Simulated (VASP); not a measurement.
OSZICAR of a VASP run on La2S3 (a trial cell in the A-La2O3 structure, space group P-3m1):

### OSZICAR
```
       N       E                     dE             d eps       ncg     rms          rms(c)
DAV:   1     0.399756427500E+03    0.39976E+03   -0.12867E+04   432   0.173E+03
DAV:   2     0.516164766743E+02   -0.34814E+03   -0.34404E+03   648   0.346E+02
DAV:   3    -0.245785172002E+02   -0.76195E+02   -0.75312E+02   720   0.172E+02
DAV:   4    -0.332463253787E+02   -0.86678E+01   -0.86640E+01   760   0.625E+01
DAV:   5    -0.338528617322E+02   -0.60654E+00   -0.60632E+00   736   0.165E+01    0.814E+00
DAV:   6    -0.328930616552E+02    0.95980E+00   -0.51681E+00   792   0.134E+01    0.550E+00
DAV:   7    -0.328714753046E+02    0.21586E-01   -0.71645E-01   784   0.649E+00    0.356E+00
DAV:   8    -0.328915086841E+02   -0.20033E-01   -0.10578E-01   792   0.340E+00    0.624E-01
DAV:   9    -0.328938808172E+02   -0.23721E-02   -0.11875E-02   832   0.107E+00    0.222E-01
DAV:  10    -0.328954239047E+02   -0.15431E-02   -0.24905E-03   664   0.440E-01    0.645E-02
DAV:  11    -0.328958747467E+02   -0.45084E-03   -0.67227E-04   792   0.188E-01    0.492E-02
DAV:  12    -0.328959744819E+02   -0.99735E-04   -0.17247E-04   696   0.949E-02    0.167E-02
DAV:  13    -0.328959998747E+02   -0.25393E-04   -0.38024E-05   672   0.484E-02    0.605E-03
DAV:  14    -0.328960032909E+02   -0.34162E-05   -0.90891E-06   592   0.189E-02    0.590E-03
DAV:  15    -0.328960037668E+02   -0.47589E-06   -0.11863E-06   448   0.122E-02
   1 F= -.32896004E+02 E0= -.32896004E+02  d E =-.328960E+02
       N       E                     dE             d eps       ncg     rms          rms(c)
DAV:   1    -0.329124828273E+02   -0.16480E-01   -0.15440E+00   752   0.964E+00    0.777E-01
DAV:   2    -0.329079541372E+02    0.45287E-02   -0.86971E-02   696   0.254E+00    0.265E-01
DAV:   3    -0.329062188750E+02    0.17353E-02   -0.64037E-03   744   0.786E-01    0.134E-01
DAV:   4    -0.329061242169E+02    0.94658E-04   -0.16695E-03   808   0.298E-01    0.114E-01
DAV:   5    -0.329061584223E+02   -0.34205E-04   -0.16919E-04   792   0.866E-02    0.760E-02
DAV:   6    -0.329061852466E+02   -0.26824E-04   -0.89997E-05   776   0.648E-02    0.347E-02
DAV:   7    -0.329061902215E+02   -0.49750E-05   -0.20752E-05   816   0.337E-02    0.784E-03
DAV:   8    -0.329061913566E+02   -0.11350E-05   -0.23992E-06   472   0.121E-02    0.567E-03
DAV:   9    -0.329061904080E+02    0.94854E-06   -0.67570E-07   432   0.150E-02
   2 F= -.32906190E+02 E0= -.32906190E+02  d E =-.101866E-01
       N       E                     dE             d eps       ncg     rms          rms(c)
DAV:   1    -0.329251793200E+02   -0.18988E-01   -0.31255E+00   760   0.137E+01    0.112E+00
DAV:   2    -0.329151765056E+02    0.10003E-01   -0.16616E-01   696   0.348E+00    0.380E-01
DAV:   3    -0.329115293291E+02    0.36472E-02   -0.13192E-02   760   0.110E+00    0.194E-01
DAV:   4    -0.329113581847E+02    0.17114E-03   -0.30620E-03   816   0.400E-01    0.163E-01
DAV:   5    -0.329114240295E+02   -0.65845E-04   -0.30729E-04   808   0.111E-01    0.104E-01
DAV:   6    -0.329114714381E+02   -0.47409E-04   -0.16470E-04   752   0.893E-02    0.448E-02
DAV:   7    -0.329114804347E+02   -0.89966E-05   -0.38387E-05   864   0.445E-02    0.115E-02
DAV:   8    -0.329114825760E+02   -0.21414E-05   -0.40215E-06   496   0.153E-02    0.869E-03
DAV:   9    -0.329114809541E+02    0.16219E-05   -0.95326E-07   432   0.155E-02    0.206E-03
DAV:  10    -0.329114809836E+02   -0.29467E-07   -0.45449E-07   432   0.978E-03
   3 F= -.32911481E+02 E0= -.32911481E+02  d E =-.154772E-01
       N       E                     dE             d eps       ncg     rms          rms(c)
DAV:   1    -0.329210626005E+02   -0.95816E-02   -0.77336E-01   720   0.674E+00    0.905E-01
DAV:   2    -0.329139684545E+02    0.70941E-02   -0.68485E-02   752   0.243E+00    0.244E-01
DAV:   3    -0.329120058307E+02    0.19626E-02   -0.60878E-03   720   0.772E-01    0.130E-01
DAV:   4    -0.329118169620E+02    0.18887E-03   -0.15455E-03   816   0.291E-01    0.102E-01
DAV:   5    -0.329118300299E+02   -0.13068E-04   -0.18778E-04   752   0.969E-02    0.429E-02
DAV:   6    -0.329118289043E+02    0.11256E-05   -0.68453E-05   784   0.618E-02    0.271E-02
DAV:   7    -0.329118255350E+02    0.33693E-05   -0.12638E-05   760   0.326E-02    0.610E-03
DAV:   8    -0.329118249205E+02    0.61454E-06   -0.85662E-07   416   0.938E-03
   4 F= -.32911825E+02 E0= -.32911825E+02  d E =-.343937E-03
       N       E                     dE             d eps       ncg     rms          rms(c)
DAV:   1    -0.329144457160E+02   -0.26202E-02   -0.15714E-01   728   0.310E+00    0.419E-01
DAV:   2    -0.329129349713E+02    0.15107E-02   -0.13207E-02   744   0.103E+00    0.110E-01
DAV:   3    -0.329125403200E+02    0.39465E-03   -0.12691E-03   736   0.353E-01    0.626E-02
DAV:   4    -0.329125161549E+02    0.24165E-04   -0.32596E-04   824   0.127E-01    0.450E-02
DAV:   5    -0.329125255572E+02   -0.94023E-05   -0.38711E-05   768   0.448E-02    0.175E-02
DAV:   6    -0.329125286825E+02   -0.31253E-05   -0.10585E-05   720   0.254E-02    0.106E-02
DAV:   7    -0.329125302027E+02   -0.15203E-05   -0.12306E-06   432   0.134E-02    0.242E-03
DAV:   8    -0.329125305183E+02   -0.31555E-06   -0.33466E-07   368   0.112E-02
   5 F= -.32912531E+02 E0= -.32912531E+02  d E =-.104953E-02
       N       E                     dE             d eps       ncg     rms          rms(c)
DAV:   1    -0.329125067191E+02    0.23484E-04   -0.27877E-02   576   0.118E+00    0.994E-02
DAV:   2    -0.329127996570E+02   -0.29294E-03   -0.34538E-03   712   0.462E-01    0.391E-02
DAV:   3    -0.329127661478E+02    0.33509E-04   -0.12555E-04   760   0.103E-01    0.314E-02
DAV:   4    -0.329127504732E+02    0.15675E-04   -0.87704E-05   752   0.564E-02    0.139E-02
DAV:   5    -0.329127519016E+02   -0.14284E-05   -0.12137E-05   560   0.259E-02    0.779E-03
DAV:   6    -0.329127520929E+02   -0.19126E-06   -0.56788E-06   512   0.162E-02
   6 F= -.32912752E+02 E0= -.32912752E+02  d E =-.221575E-03
       N       E                     dE             d eps       ncg     rms          rms(c)
DAV:   1    -0.329124858495E+02    0.26605E-03   -0.40570E-02   576   0.142E+00    0.119E-01
DAV:   2    -0.329129158182E+02   -0.42997E-03   -0.50486E-03   712   0.557E-01    0.476E-02
DAV:   3    -0.329128667702E+02    0.49048E-04   -0.18303E-04   792   0.122E-01    0.384E-02
DAV:   4    -0.329128435001E+02    0.23270E-04   -0.12953E-04   736   0.681E-02    0.171E-02
DAV:   5    -0.329128456166E+02   -0.21164E-05   -0.18416E-05   552   0.325E-02    0.948E-03
DAV:   6    -0.329128459492E+02   -0.33259E-06   -0.96476E-06   592   0.206E-02
   7 F= -.32912846E+02 E0= -.32912846E+02  d E =-.315431E-03
       N       E                     dE             d eps       ncg     rms          rms(c)
DAV:   1    -0.329130154429E+02   -0.16983E-03   -0.17147E-02   568   0.185E+00    0.658E-02
DAV:   2    -0.329129745242E+02    0.40919E-04   -0.14557E-03   792   0.328E-01    0.371E-02
DAV:   3    -0.329129394186E+02    0.35106E-04   -0.96115E-05   776   0.974E-02    0.204E-02
DAV:   4    -0.329129317076E+02    0.77110E-05   -0.28794E-05   824   0.513E-02    0.794E-03
DAV:   5    -0.329129316720E+02    0.35619E-07   -0.14949E-06   432   0.142E-02
   8 F= -.32912932E+02 E0= -.32912932E+02  d E =-.857228E-04
       N       E                     dE             d eps       ncg     rms          rms(c)
DAV:   1    -0.329135962507E+02   -0.66454E-03   -0.11135E-01   568   0.475E+00    0.169E-01
DAV:   2    -0.329133047657E+02    0.29148E-03   -0.93722E-03   792   0.841E-01    0.964E-02
DAV:   3    -0.329130759131E+02    0.22885E-03   -0.63647E-04   776   0.248E-01    0.509E-02
DAV:   4    -0.329130246895E+02    0.51224E-04   -0.17777E-04   816   0.129E-01    0.201E-02
DAV:   5    -0.329130248407E+02   -0.15125E-06   -0.15178E-05   744   0.365E-02    0.113E-02
DAV:   6    -0.329130252842E+02   -0.44344E-06   -0.12052E-06   416   0.114E-02
   9 F= -.32913025E+02 E0= -.32913025E+02  d E =-.179335E-03
```

Which electronic solver shows in the log?

It is blocked Davidson (ALGO = Normal, or the opening steps of other solvers). The INCAR had ALGO = Normal.

Can the final energy be trusted as converged?

The run converged. It stopped with EDIFF = 1E-6, NELM = 100, NSW = 40 and EDIFFG = -0.01 after 9 ionic steps (PBE GGA, plane waves, VASP's PBE PAW potentials (set 64)).

The structure was generated: La2S3 was put into the A-La2O3 type (P-3m1), which need not be its known phase. This run relaxes it. Symmetry was kept, so distortions that lower it aren't found.
